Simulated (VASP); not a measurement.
Output of a VASP run:

OUTCAR:
```
 ion  position               nearest neighbor table
   1  0.000  0.000  0.000-   2 2.61   2 2.61   2 2.61   2 2.61
   2  0.250  0.250  0.250-   1 2.61   1 2.61   1 2.61   1 2.61
  LATTYP: Found a face centered cubic cell.
 ALAT       =     6.0323269784
 Subroutine PRICEL returns:
 Original cell was already a primitive cell.
 Subroutine GETGRP returns: Found 24 space group operations
The static configuration has the point symmetry T_d .
The dynamic configuration has the point symmetry T_d .
 Subroutine INISYM returns: Found 24 space group operations
 Subroutine IBZKPT returns following result:
 Found     47 irreducible k-points:

 Following reciprocal coordinates:
            Coordinates               Weight
  0.000000  0.000000  0.000000      1.000000
  0.100000  0.000000  0.000000      8.000000
  0.200000  0.000000  0.000000      8.000000
  0.300000  0.000000  0.000000      8.000000
  0.400000  0.000000  0.000000      8.000000
  0.500000  0.000000  0.000000      4.000000
  0.100000  0.100000  0.000000      6.000000
  0.200000  0.100000  0.000000     24.000000
  0.300000  0.100000  0.000000     24.000000
  0.400000  0.100000  0.000000     24.000000
  0.500000  0.100000  0.000000     24.000000
 -0.400000  0.100000  0.000000     24.000000
 -0.300000  0.100000  0.000000     24.000000
 -0.200000  0.100000  0.000000     24.000000
 -0.100000  0.100000  0.000000     12.000000
  0.200000  0.200000  0.000000      6.000000
  0.300000  0.200000  0.000000     24.000000
  0.400000  0.200000  0.000000     24.000000
  0.500000  0.200000  0.000000     24.000000
 -0.400000  0.200000  0.000000     24.000000
 -0.300000  0.200000  0.000000     24.000000
 -0.200000  0.200000  0.000000     12.000000
  0.300000  0.300000  0.000000      6.000000
  0.400000  0.300000  0.000000     24.000000
  0.500000  0.300000  0.000000     24.000000
 -0.400000  0.300000  0.000000     24.000000
 -0.300000  0.300000  0.000000     12.000000
  0.400000  0.400000  0.000000      6.000000
  0.500000  0.400000  0.000000     24.000000
 -0.400000  0.400000  0.000000     12.000000
  0.500000  0.500000  0.000000      3.000000
  0.300000  0.200000  0.100000     24.000000
  0.400000  0.200000  0.100000     48.000000
  0.500000  0.200000  0.100000     48.000000
 -0.400000  0.200000  0.100000     24.000000
  0.400000  0.300000  0.100000     24.000000
  0.500000  0.300000  0.100000     48.000000
 -0.400000  0.300000  0.100000     48.000000
 -0.300000  0.300000  0.100000     48.000000
 -0.200000  0.300000  0.100000     24.000000
   k-points           NKPTS =     47   k-points in BZ     NKDIM =     47   number of bands    NBANDS=     13
   number of dos      NEDOS =    301   number of ions     NIONS =      2
   total plane-waves  NPLWV =  32768
   dimension x,y,z NGX =    32 NGY =   32 NGZ =   32
   dimension x,y,z NGXF=    64 NGYF=   64 NGZF=   64
   ions per type =               1   1
   PREC   = accura    normal or accurate (medium, high low for compatibility)
   ISTART =      0    job   : 0-new  1-cont  2-samecut
   ICHARG =      2    charge: 1-file 2-atom 10-const
   ISPIN  =      1    spin polarized calculation?
   LNONCOLLINEAR =      F non collinear calculations
   LSORBIT =      F    spin-orbit coupling
   INIWAV =      1    electr: 0-lowe 1-rand  2-diag
   ENCUT  =  520.0 eV  38.22 Ry    6.18 a.u.   7.93  7.93  7.93*2*pi/ulx,y,z
   NELM   =    100;   NELMIN=  2; NELMDL= -5     # of ELM steps
   EDIFF  = 0.1E-05   stopping-criterion for ELM
   LREAL  =      F    real-space projection
   NLSPLINE    = F    spline interpolate recip. space projectors
   LMAXMIX     =    4 max onsite mixed and CHGCAR
   VOSKOWN=      0    Vosko Wilk Nusair interpolation
   EDIFFG = -.1E-01   stopping-criterion for IOM
   NSW    =     60    number of steps for IOM
   NBLOCK =      1;   KBLOCK =     60    inner block; outer block
   IBRION =      2    ionic relax: 0-MD 1-quasi-New 2-CG
...
```

File OSZICAR:
```
       N       E                     dE             d eps       ncg     rms          rms(c)
DAV:   1     0.114796291232E+03    0.11480E+03   -0.85567E+03  1227   0.150E+03
DAV:   2    -0.834735600721E+00   -0.11563E+03   -0.11230E+03  1277   0.324E+02
DAV:   3    -0.911592129594E+01   -0.82812E+01   -0.81732E+01  1617   0.913E+01
DAV:   4    -0.933589862066E+01   -0.21998E+00   -0.21983E+00  1388   0.168E+01
DAV:   5    -0.934530985079E+01   -0.94112E-02   -0.94109E-02  1772   0.310E+00    0.473E+00
DAV:   6    -0.907140663891E+01    0.27390E+00   -0.44756E-01  1812   0.129E+01    0.265E+00
DAV:   7    -0.903259479712E+01    0.38812E-01   -0.13484E-01  1700   0.361E+00    0.668E-01
DAV:   8    -0.902910808304E+01    0.34867E-02   -0.12236E-02  1560   0.161E+00    0.246E-01
DAV:   9    -0.902894559467E+01    0.16249E-03   -0.96765E-04  1497   0.380E-01    0.133E-01
DAV:  10    -0.902897072330E+01   -0.25129E-04   -0.10709E-04  1933   0.156E-01    0.807E-02
DAV:  11    -0.902897590820E+01   -0.51849E-05   -0.43978E-05  1831   0.137E-01    0.879E-02
DAV:  12    -0.902897200920E+01    0.38990E-05   -0.85224E-06  1380   0.374E-02    0.115E-02
DAV:  13    -0.902897200380E+01    0.53994E-08   -0.91092E-07   827   0.669E-03
   1 F= -.90289720E+01 E0= -.90290600E+01  d E =-.902897E+01
```

File OUTCAR:
```
------------------------ aborting loop because EDIFF is reached ----------------------------------------
  FORCE on cell =-STRESS in cart. coord.  units (eV):
  Direction    XX          YY          ZZ          XY          YZ          ZX
  --------------------------------------------------------------------------------------
  Total       -0.0138464     -0.0138464     -0.0138464      0.0000000      0.0000000      0.0000000
  in kB       -0.4042513     -0.4042513     -0.4042513      0.0000000      0.0000000      0.0000000
  external PRESSURE =      -0.4042513 kB  Pullay stress =       0.0000000 kB
  volume of cell :       54.88
      direct lattice vectors                 reciprocal lattice vectors
     0.000000000  3.016163489  3.016163489    -0.165773507  0.165773507  0.165773507
     3.016163489  0.000000000  3.016163489     0.165773507 -0.165773507  0.165773507
     3.016163489  3.016163489  0.000000000     0.165773507  0.165773507 -0.165773507
  FREE ENERGIE OF THE ION-ELECTRON SYSTEM (eV)
  ---------------------------------------------------
  free  energy   TOTEN  =        -9.0289720038 eV

  energy  without entropy=       -9.0292358951  energy(sigma->0) =       -9.02905997

 reached required accuracy - stopping structural energy minimisation
```
(Selected blocks of OUTCAR.)

POSCAR:
```
InAs
1
   -0.0000000000     3.0161634892     3.0161634892
    3.0161634892     0.0000000000     3.0161634892
    3.0161634892     3.0161634892    -0.0000000000
In As
1 1
Direct
  0.0000000000   0.0000000000   0.0000000000
  0.2500000000   0.2500000000   0.2500000000
```

Q: Reconstruct the remaining input files.

A: This is not unique; one that fits is the input of the run itself, LDA (Ceperley-Alder, Perdew-Zunger), plane waves, VASP's LDA PAW potentials (set 64).

KPOINTS:
```
Automatic mesh
0
Gamma
10 10 10
0 0 0
```

### INCAR
```
ALGO = Normal
EDIFF = 1E-6
EDIFFG = -0.01
ENCUT = 520
IBRION = 2
ISIF = 3
ISMEAR = 1
LASPH = .True.
LCHARG = .False.
LMAXMIX = 4
LREAL = .False.
LWAVE = .False.
NELM = 100
NSW = 60
PREC = Accurate
SIGMA = 0.1
SYSTEM = InAs
```

POTCAR, in this order: In_d As (LDA.64 set). Program: vasp_std.

The compound is InAs in the zinc blende structure. It was relaxed first. The start is the result of an earlier pass.
